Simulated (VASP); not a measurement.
An input for Quantum ESPRESSO's pw.x (written as the equivalent of a VASP run, and not itself run):

```
&CONTROL
  calculation = 'scf'
  pseudo_dir = './pseudo'
  outdir = './out'
  tprnfor = .true.
  tstress = .true.
/
&SYSTEM
  ibrav = 0
  nat = 3
  ntyp = 2
  ecutwfc = 74
  occupations = 'smearing'
  smearing = 'gaussian'
  degauss = 0.003675
  input_dft = 'pbe'
/
&ELECTRONS
  conv_thr = 7.3e-08
  electron_maxstep = 100
/
ATOMIC_SPECIES
  K 39.098 K.upf
  S 32.060 S.upf
CELL_PARAMETERS angstrom
     0.0000000    3.6693530    3.6421670
     3.6281550    0.0000000    3.6421670
     3.6281550    3.6693530    0.0000000
ATOMIC_POSITIONS crystal
  K    0.2500000  0.2500000  0.2500000
  K    0.7500000  0.7500000  0.7500000
  S   -0.0088000  0.0088000  0.0088000
K_POINTS automatic
  5 5 5 0 0 0
```

Translate this input to VASP (INCAR, KPOINTS, POSCAR, choice of POTCAR).

Several could match; the one computed here: 
### KPOINTS
```
Automatic mesh
0
Gamma
5 5 5
0 0 0
```

INCAR:
```
# general
SYSTEM = K2S
PREC   = Low
ENCUT  = 400
LREAL  = F
LASPH  = T

# electronic loop
EDIFF  = 1E-6
NELM   = 100
ALGO   = Normal

# smearing
ISMEAR = 0
SIGMA  = 0.05

# functional
GGA    = PE

# ions
ISIF   = 2

# output
LWAVE  = F
LCHARG = F
```

POSCAR:
```
K2S
1
    0.0000000000     3.6693530000     3.6421670000
    3.6281550000     0.0000000000     3.6421670000
    3.6281550000     3.6693530000     0.0000000000
K S
2 1
Direct
  0.2500000000   0.2500000000   0.2500000000
  0.7500000000   0.7500000000   0.7500000000
 -0.0088000000   0.0088000000   0.0088000000
```

POTCAR, in this order: K_sv S (PBE.64 set). Program: vasp_std.

The two are equivalent in intent, not identical: the potentials are each code's own (VASP's PAW set, PseudoDojo norm-conserving files in pw.x), so ENCUT and ecutwfc are chosen apart and not converted; conv_thr bounds pw.x's estimated SCF error, while EDIFF bounds the energy change between steps.

The compound is K2S in the antifluorite structure. The cell was not relaxed at this level, atoms are displaced from their ideal sites. The run is one of a series of settings (PREC = Low against the base run), some of them coarse on purpose.
